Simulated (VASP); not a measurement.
The input files of a VASP run:

INCAR:
```
! general
SYSTEM   =  ZrO2
PREC     =  Accurate
ENCUT    =  520
LREAL    =  F
LASPH    =  T

! electronic loop
EDIFF    =  1E-7
NELM     =  100
ALGO     =  Normal
LMAXMIX  =  4

! smearing
ISMEAR   =  0
SIGMA    =  0.05

! functional
GGA      =  PE
IVDW     =  13

! ions
ISIF     =  2

! output
LWAVE    =  F
LCHARG   =  F
```

File KPOINTS:
```
Automatic
0
Gamma
  8 8 8
0 0 0
```

File POSCAR:
```
ZrO2
1
    0.0000000000     2.5701996587     2.5701996587
    2.5701996587     0.0000000000     2.5701996587
    2.5701996587     2.5701996587     0.0000000000
Zr O
1 2
Direct
  0.0000000000   0.0000000000   0.0000000000
  0.2500000000   0.2500000000   0.2500000000
  0.7500000000   0.7500000000   0.7500000000
```

POTCAR, in this order: Zr_sv O (PBE.64 set). Program: vasp_std.

Task: Write an equivalent input for Ansatz.

Result: One equivalent input (not run):
Ansatz 0.2 input:
```yaml
crystal:
  lattice:
    - [0.0000000, 2.5701997, 2.5701997]
    - [2.5701997, 0.0000000, 2.5701997]
    - [2.5701997, 2.5701997, 0.0000000]
  atoms:
    - { symbol: Zr, position: [0.0000000, 0.0000000, 0.0000000] }
    - { symbol: O, position: [0.2500000, 0.2500000, 0.2500000] }
    - { symbol: O, position: [0.7500000, 0.7500000, 0.7500000] }
kpoints:
  mp_grid: { grid: [8, 8, 8] }
hamiltonian:
  xc: pbe
  dispersion: d4
  pseudopotentials: { kind: paw }
scf:
  occupations: { method: gaussian, width: 0.05 }
  max_iter: 100
output: { forces: true, stress: true, eigenvalues: true }
```
Limits of the translation: each code has its own PAW files, so the cut-off isn't converted (ENCUT is set for VASP's; basis.ecutwfc is left out, and Ansatz then takes the one that its files recommend); Ansatz stops its SCF on the density residual and VASP on the energy change (EDIFF).

The compound is ZrO2 in the fluorite structure, the high-temperature cubic form, which is unstable at 0 K; the monoclinic form is the stable one. This cell is one point of a volume scan, at 1.03 of the reference volume.
